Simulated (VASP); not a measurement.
These are PBEsol GGA, VASP's PBE PAW potentials (set 64) (plane waves; VASP 6.6.1) values and carry that method's errors.

A VASP calculation is set up with these files.

File POSCAR:
```
BAs
1.0
  0.0000000000   2.3887945819   2.3887945819
  2.3887945819   0.0000000000   2.3887945819
  2.3887945819   2.3887945819   0.0000000000
B As
1 1
direct
  0.0000000000   0.0000000000   0.0000000000
  0.7500000000   0.7500000000   0.7500000000
```

KPOINTS:
```
kpoints
0
G
11 11 11
0 0 0
```

**INCAR**
```
# general
SYSTEM  = BAs
PREC    = Normal
ENCUT   = 450   # plane-wave cut-off (eV)
LREAL   = .FALSE.   # projection in real space or not
LASPH   = .TRUE.

# electronic loop
EDIFF   = 1E-5   # SCF stop (eV)
NELM    = 100   # most electronic steps
NELMIN  = 4
ALGO    = Fast   # Davidson, then RMM-DIIS
LMAXMIX = 4

# smearing
ISMEAR  = 0   # Gaussian
SIGMA   = 0.05

# functional
GGA     = PS   # PBEsol

# ions
IBRION  = 2   # conjugate gradients
NSW     = 20   # most ionic steps
ISIF    = 2   # forces and stress, cell fixed
EDIFFG  = -0.03   # ionic stop

# output
LWAVE   = .FALSE.
LCHARG  = .FALSE.
```

POTCAR, in this order: B As (PBE.64 set). Program: vasp_std.

What VASP printed:

File OSZICAR:
```
       N       E                     dE             d eps       ncg     rms          rms(c)
DAV:   1     0.102330936207E+02    0.10233E+02   -0.36233E+03   896   0.794E+02
DAV:   2    -0.125316217532E+02   -0.22765E+02   -0.21697E+02  1400   0.100E+02
DAV:   3    -0.128097925330E+02   -0.27817E+00   -0.27817E+00  1016   0.151E+01
DAV:   4    -0.128101849059E+02   -0.39237E-03   -0.39237E-03  1336   0.594E-01
DAV:   5    -0.128101851821E+02   -0.27619E-06   -0.27619E-06  1024   0.961E-03    0.483E+00
RMM:   6    -0.122788568993E+02    0.53133E+00   -0.48588E-01   896   0.457E+00    0.237E+00
RMM:   7    -0.122126295869E+02    0.66227E-01   -0.16511E-01   896   0.277E+00    0.926E-01
RMM:   8    -0.122038643647E+02    0.87652E-02   -0.23056E-02   896   0.129E+00    0.132E-01
RMM:   9    -0.122034624653E+02    0.40190E-03   -0.31432E-03   896   0.479E-01    0.493E-02
RMM:  10    -0.122035033991E+02   -0.40934E-04   -0.31143E-04   896   0.164E-01    0.449E-02
RMM:  11    -0.122034650426E+02    0.38356E-04   -0.18960E-04   896   0.997E-02    0.167E-02
RMM:  12    -0.122034492100E+02    0.15833E-04   -0.18903E-05   716   0.377E-02    0.298E-03
RMM:  13    -0.122034491642E+02    0.45859E-07   -0.18226E-06   624   0.111E-02
   1 F= -.12203449E+02 E0= -.12203449E+02  d E =-.122034E+02
```

OUTCAR:
```
------------------------ aborting loop because EDIFF is reached ----------------------------------------
  FORCE on cell =-STRESS in cart. coord.  units (eV):
  Direction    XX          YY          ZZ          XY          YZ          ZX
  --------------------------------------------------------------------------------------
  Total        0.0036809      0.0036809      0.0036809     -0.0000000     -0.0000000     -0.0000000
  in kB        0.2163219      0.2163219      0.2163219     -0.0000000     -0.0000000     -0.0000000
  external PRESSURE =       0.2163219 kB  Pullay stress =       0.0000000 kB
  volume of cell :       27.26
      direct lattice vectors                 reciprocal lattice vectors
     0.000000000  2.388794582  2.388794582    -0.209310589  0.209310589  0.209310589
     2.388794582  0.000000000  2.388794582     0.209310589 -0.209310589  0.209310589
     2.388794582  2.388794582  0.000000000     0.209310589  0.209310589 -0.209310589
  FREE ENERGIE OF THE ION-ELECTRON SYSTEM (eV)
  ---------------------------------------------------
  free  energy   TOTEN  =       -12.2034491642 eV

  energy  without entropy=      -12.2034491642  energy(sigma->0) =      -12.20344916

 reached required accuracy - stopping structural energy minimisation
```
(Selected blocks of OUTCAR.)

### OUTCAR
```
 val. band max:        6.0398559367   @ k =   0.0000   0.0000   0.0000

 cond. band min:       7.1497955636   @ k =   0.3636   0.3636   0.0000


 Fermi energy:         6.3140674027

 k-point     1 :       0.0000    0.0000    0.0000
  band No.  band energies     occupation
      1      -9.3939      2.00000
      2       6.0399      2.00000
      3       6.0399      2.00000
      4       6.0399      2.00000
      5       9.2794      0.00000
      6       9.2794      0.00000
      7       9.2794      0.00000
      8      10.7171      0.00000

 k-point     2 :       0.0909    0.0000    0.0000
  band No.  band energies     occupation
      1      -9.2578      2.00000
      2       4.8331      2.00000
      3       5.7819      2.00000
      4       5.7819      2.00000
      5       9.4273      0.00000
      6       9.6183      0.00000
      7       9.6183      0.00000
      8      11.4503      0.00000

 k-point     3 :       0.1818    0.0000    0.0000
  band No.  band energies     occupation
      1      -8.8550      2.00000
      2       2.6973      2.00000
      3       5.2634      2.00000
      4       5.2634      2.00000
      5       9.2583      0.00000
      6      10.2776      0.00000
      7      10.2777      0.00000
      8      12.9045      0.00000

 k-point     4 :       0.2727    0.0000    0.0000
  band No.  band energies     occupation
      1      -8.2078      2.00000
      2       0.5577      2.00000
      3       4.7715      2.00000
      4       4.7715      2.00000
      5       9.0023      0.00000
      6      10.7320      0.00000
      7      10.7320      0.00000
      8      14.1498      0.00000

 k-point     5 :       0.3636    0.0000    0.0000
  band No.  band energies     occupation
      1      -7.3857      2.00000
      2      -1.3120      2.00000
      3       4.4167      2.00000
      4       4.4167      2.00000
      5       8.8058      0.00000
      6      10.8248      0.00000
      7      10.8248      0.00000
...
```

At this cut-off the stress carries a Pulay error, which pulls relaxed volumes low.

The compound is BAs in the zinc blende structure. It was relaxed first.
